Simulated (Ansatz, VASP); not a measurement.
**MgCd2P2: VASP beside Ansatz**

Aim: how closely do two programs agree when they are given the same cell, functional and k mesh? The two relaxations start from unlike cells of this crystal (the structure described is Ansatz's start), so only their ends are compared.

Program: Ansatz 0.2.0. Level of theory: plane waves, with VASP 6.6.1 beside it; relaxation of cell and atoms at RPBE. Results are calculated unless marked as measured.

The structure was built from a prototype and need not be the compound's stable phase.

## 1. Starting point

It takes space group P-3m1 (No. 164, trigonal). Conventional cell: a = 4.059 Å, b = 4.059 Å, c = 6.641 Å, α = 90.00°, β = 90.00°, γ = 120.00°. Cd has 4 P at 2.49 to 2.62 Å nearest. Nearest to P lie 4 Cd at 2.49 to 2.62 Å and 3 Mg at 2.83 Å. Nearest to Mg lie 6 P at 2.83 Å. As first built, before any earlier steps moved the atoms (in the runner's words): all As replaced by P and Ca replaced by Mg in the P-3m1 structure of CaCd2As2. Farther neighbours are not listed.

## 2. VASP: relaxation of cell and atoms, RPBE

The relaxed volume is the usual yardstick between codes: in a stiff, nearly cubic crystal its relative difference is about their pressure difference at one cell divided by the bulk modulus.

Lines of VASP's logs that name or quote its potential files are left out, and so is its time.

Contents of INCAR:

```
SYSTEM = MgCd2P2
PREC = Accurate
ENCUT = 600
EDIFF = 1E-07
NELM = 120
ISMEAR = -1
SIGMA = 0.05
LREAL = .FALSE.
ALGO = Normal
GGA = RP
NBANDS = 24
LORBIT = 11
LWAVE = .FALSE.
LCHARG = .FALSE.
ISIF = 3
IBRION = 2
NSW = 80
EDIFFG = -0.005
LASPH = .TRUE.
GGA_COMPAT = .FALSE.
NELMIN = 4
EFERMI = MIDGAP
KPAR = 2
```

Contents of POSCAR:

```
MgCd2P2
1.0
    4.2573588835      0.0000000000      0.0000000000
   -2.1286794417      3.6869810944      0.0000000000
    0.0000000000      0.0000000000      6.9014077159
Cd P Mg
2 2 1
Direct
    0.6666666667      0.3333333333      0.3612123123
    0.3333333333      0.6666666667      0.6387876877
    0.6666666667      0.3333333333      0.7830587534
    0.3333333333      0.6666666667      0.2169412466
    0.0000000000      0.0000000000      0.0000000000
```

Contents of KPOINTS:

```
Automatic mesh
0
Gamma
6 6 4
0 0 0
```

The projector-augmented-wave data sets are Cd, P and Mg (PBE family, release 64).

Started as:

```console
> mpirun -np 2 vasp_std
```

Numbers of over 12 decimals in the logs are rounded to 6 here.

The log of the run:

```text
[banner, memory and clock lines left out]
running    2 mpi-ranks, on    1 nodes
 distrk:  each k-point on    1 cores,    2 groups
 distr:  one band on    1 cores,    1 groups

 POSCAR found type information on POSCAR CdP Mg
 POSCAR found :  3 types and       5 ions
|                                                                             |
|               ----> ADVICE to this user running VASP <----                  |
|                                                                             |
|     You enforced a specific xc type in the INCAR file but a different       |
|     [... a line on the potential file left out ...]
|     I HOPE YOU KNOW WHAT YOU ARE DOING!                                     |
|                                                                             |

 LDA part: xc-table for (Slater+PW92), standard interpolation
 POSCAR, INCAR and KPOINTS ok, starting setup
 FFT: planning ... GRIDC
 FFT: planning ... GRID_SOFT
 FFT: planning ... GRID
 WAVECAR not read
 entering main loop
       N       E                     dE             d eps       ncg     rms          rms(c)
DAV:   1     0.232834160763E+03    0.23283E+03   -0.18542E+04  1176   0.151E+03
DAV:   2    -0.443617154287E+01   -0.23727E+03   -0.23003E+03  1320   0.338E+02
DAV:   3    -0.145081690681E+02   -0.10072E+02   -0.10002E+02  1424   0.699E+01
DAV:   4    -0.145841093617E+02   -0.75940E-01   -0.75914E-01  1336   0.576E+00
DAV:   5    -0.145851588361E+02   -0.10495E-02   -0.10494E-02  1480   0.658E-01    0.926E+00
DAV:   6    -0.132227740561E+02    0.13624E+01   -0.32526E+00  1400   0.161E+01    0.773E+00
DAV:   7    -0.131941116395E+02    0.28662E-01   -0.94418E-01  1400   0.494E+00    0.390E+00
DAV:   8    -0.131903850346E+02    0.37266E-02   -0.39529E-02  1320   0.210E+00    0.770E-01
DAV:   9    -0.131899739090E+02    0.41113E-03   -0.91282E-03  1360   0.964E-01    0.104E-01
DAV:  10    -0.131901582914E+02   -0.18438E-03   -0.73053E-04  1328   0.231E-01    0.796E-02
DAV:  11    -0.131903873069E+02   -0.22902E-03   -0.51108E-04  1296   0.121E-01    0.359E-02
DAV:  12    -0.131903843450E+02    0.29619E-05   -0.55284E-05  1424   0.489E-02    0.195E-02
DAV:  13    -0.131903898943E+02   -0.55493E-05   -0.12480E-05  1216   0.213E-02    0.983E-03
DAV:  14    -0.131903901745E+02   -0.28014E-06   -0.10535E-06  1384   0.639E-03    0.340E-03
DAV:  15    -0.131903905619E+02   -0.38744E-06   -0.76875E-07  1144   0.412E-03    0.294E-03
DAV:  16    -0.131903905790E+02   -0.17068E-07   -0.30228E-08  1008   0.124E-03
   1 F= -.13190391E+02 E0= -.13190286E+02  d E =-.131904E+02
 curvature:   0.00 expect dE= 0.000E+00 dE for cont linesearch  0.000E+00
 trial: gam= 0.00000 g(F)=  0.243E-07 g(S)=  0.184E-04 ort = 0.000E+00 (trialstep = 0.100E+01)
 search vector abs. value=  0.184E-04
 bond charge predicted
       N       E                     dE             d eps       ncg     rms          rms(c)
DAV:   1    -0.131905376510E+02   -0.14709E-03   -0.32004E-03  1304   0.590E-01    0.887E-02
DAV:   2    -0.131904108007E+02    0.12685E-03   -0.35267E-04  1328   0.250E-01    0.307E-02
DAV:   3    -0.131904001062E+02    0.10694E-04   -0.29928E-05  1368   0.477E-02    0.270E-02
DAV:   4    -0.131904006911E+02   -0.58488E-06   -0.50752E-06  1320   0.171E-02    0.305E-03
DAV:   5    -0.131904007026E+02   -0.11477E-07   -0.14435E-06  1376   0.144E-02    0.224E-03
DAV:   6    -0.131904009449E+02   -0.24233E-06   -0.17378E-07   656   0.404E-03    0.851E-04
DAV:   7    -0.131904009888E+02   -0.43872E-07   -0.20835E-08   616   0.154E-03
   2 F= -.13190401E+02 E0= -.13190298E+02  d E =-.104098E-04
 trial-energy change:   -0.000010  1 .order   -0.000010   -0.000018   -0.000001
 step:   1.0401(harm=  1.0509)  dis= 0.00002  next Energy=   -13.190401 (dE=-0.104E-04)
 reached required accuracy - stopping structural energy minimisation
```

From OUTCAR (step 2):

```text
ion  position               nearest neighbor table
   1  0.667  0.333  0.361-   4 2.65   4 2.65   4 2.65   3 2.91   2 3.12   2 3.12   2 3.12   5 3.50
                             5 3.50   5 3.50
   2  0.333  0.667  0.639-   3 2.65   3 2.65   3 2.65   4 2.91   1 3.12   1 3.12   1 3.12   5 3.50
                             5 3.50   5 3.50
   3  0.667  0.333  0.783-   2 2.65   2 2.65   2 2.65   5 2.88   5 2.88   5 2.88   1 2.91
   4  0.333  0.667  0.217-   1 2.65   1 2.65   1 2.65   5 2.88   5 2.88   5 2.88   2 2.91
   5  0.000  0.000  0.000-   3 2.88   4 2.88   3 2.88   4 2.88   3 2.88   4 2.88   1 3.50   2 3.50
                             2 3.50   1 3.50   1 3.50   2 3.50

  LATTYP: Found a hexagonal cell.
 ALAT       =     4.2573588835
 C/A-ratio  =     1.6210537812

 Subroutine GETGRP returns: Found 12 space group operations
 (whereof 12 operations were pure point group operations)

The static configuration has the point symmetry D_3d.

 Found     24 irreducible k-points:

   k-points           NKPTS =     24   k-points in BZ     NKDIM =     24   number of bands    NBANDS=     24

   dimension x,y,z NGX =    36 NGY =   36 NGZ =   56
   dimension x,y,z NGXF=    72 NGYF=   72 NGZF=  112

   ENCUT  =  600.0 eV  44.10 Ry    6.64 a.u.   8.50  8.50 13.78*2*pi/ulx,y,z

   NELECT =      36.0000    total number of electrons

 k-points in reciprocal lattice and weights: Automatic mesh
   0.00000000  0.00000000  0.00000000       0.007
   0.16666667  0.00000000  0.00000000       0.042
   0.33333333  0.00000000  0.00000000       0.042
   0.50000000  0.00000000  0.00000000       0.021
   0.16666667  0.16666667  0.00000000       0.042
   0.33333333  0.16666667  0.00000000       0.083
   0.33333333  0.33333333  0.00000000       0.014
   0.00000000  0.00000000  0.25000000       0.014
   0.16666667  0.00000000  0.25000000       0.042
[...]
0.33333333  0.16666667  0.50000000       0.083
   0.33333333  0.33333333  0.50000000       0.014

 average (electrostatic) potential at core
       1 -38.4370       2 -38.4370       3 -84.6511       4 -84.6511       5 -39.2852

 E-fermi :   3.6809

 k-point     1 :       0.0000    0.0000    0.0000
  band No.  band energies     occupation
    ...
     14       2.6683      2.00000
     15       2.6683      2.00000
     16       3.3281      1.99828
     17       3.4062      1.99181
     18       3.4062      1.99181
     19       3.8897      0.03024
     20       4.8551      0.00000
     21       7.4455      0.00000
     22       7.5810      0.00000
     23       7.5810      0.00000
    ...

 k-point     2 :       0.1667    0.0000    0.0000
  band No.  band energies     occupation
    ...
     14       1.0372      2.00000
     15       1.8797      2.00000
     16       2.1764      2.00000
     17       3.2632      1.99953
     18       3.3570      1.99693
     19       5.0777      0.00000
     20       5.5108      0.00000
     21       7.0323      0.00000
     22       7.2440      0.00000
     23       8.1183      0.00000
    ...

 k-point     3 :       0.3333    0.0000    0.0000
  band No.  band energies     occupation
    ...
     14      -0.6247      2.00000
     15       0.3093      2.00000
     16       1.4808      2.00000
     17       2.4296      2.00000
     18       2.9041      2.00000
     19       4.6171      0.00000
     20       5.4925      0.00000
     21       6.8044      0.00000
     22       7.7639      0.00000
     23       8.2117      0.00000
    ...

  Total        0.0096733      0.0096733     -0.0088614      0.0000000      0.0000000      0.0000000
  in kB        0.1431566      0.1431567     -0.1311413      0.0000000      0.0000000      0.0000000
  external PRESSURE =       0.0517240 kB  Pullay stress =       0.0000000 kB

  energy-cutoff  :      600.00
  volume of cell :      108.26
      direct lattice vectors                 reciprocal lattice vectors
     4.256813541 -0.000000000 -0.000000000     0.234917501  0.135629677  0.000000000
    -2.128406771  3.686508814  0.000000000     0.000000000  0.271259354 -0.000000000
    -0.000000000  0.000000000  6.898783451     0.000000000  0.000000000  0.144953093

 POSITION                                       TOTAL-FORCE (eV/Angst)
 -----------------------------------------------------------------------------------
      2.12841      1.22884      2.49195        -0.000000      0.000000      0.000748
     -0.00000      2.45767      4.40684         0.000000     -0.000000     -0.000748
      2.12841      1.22884      5.40214        -0.000000      0.000000      0.001737
     -0.00000      2.45767      1.49664         0.000000     -0.000000     -0.001737
     -2.12841      3.68651      0.00000        -0.000000      0.000000      0.000000
 -----------------------------------------------------------------------------------
    total drift:                                0.000000     -0.000000     -0.000000

  FREE ENERGIE OF THE ION-ELECTRON SYSTEM (eV)
  ---------------------------------------------------
  free  energy   TOTEN  =       -13.1904009888 eV

  energy  without entropy=      -13.1901941192  energy(sigma->0) =      -13.19029755

 reached required accuracy - stopping structural energy minimisation

 total charge
# of ion       s       p       d       tot
------------------------------------------
    1        0.452   0.317   9.535  10.305
    2        0.452   0.317   9.535  10.305
    3        1.042   1.450   0.000   2.492
    4        1.042   1.450   0.000   2.492
    5        0.135   0.093   0.022   0.251
--------------------------------------------------
tot          3.123   3.628  19.093  25.844

[... 3 further parts left out ...]
```

CONTCAR:

```
MgCd2P2
   1.00000000000000
     4.2568135412138570   -0.0000000000000074   -0.0000000000000000
    -2.1284067705569414    3.6865088140694717    0.0000000000000000
    -0.0000000000000000    0.0000000000000000    6.8987834514729975
  Cd              P               Mg
     2     2     1
Direct
     0.6666666667000030    0.3333333332999970    0.3612155362889720
     0.3333333332999970    0.6666666667000030    0.6387844637110280
     0.6666666667000030    0.3333333332999970    0.7830573638773608
     0.3333333332999970    0.6666666667000030    0.2169426361226392
     0.0000000000000000    1.0000000000000000    0.0000000000000000
```

(Continued in part 2 of 2.)

[Lines on the potential files, build, host, timing and source positions are cut from VASP's logs without a mark.]

[Logs are printed without paths, hosts, clocks, repeated set-up lines and the standing remarks that a program may print on its own settings, such as how far it seeks lower states.]

[Hosts, paths, dates, database ids (printed as entryN), source tags and the programs' standing remarks are cut or masked in the printed files.]
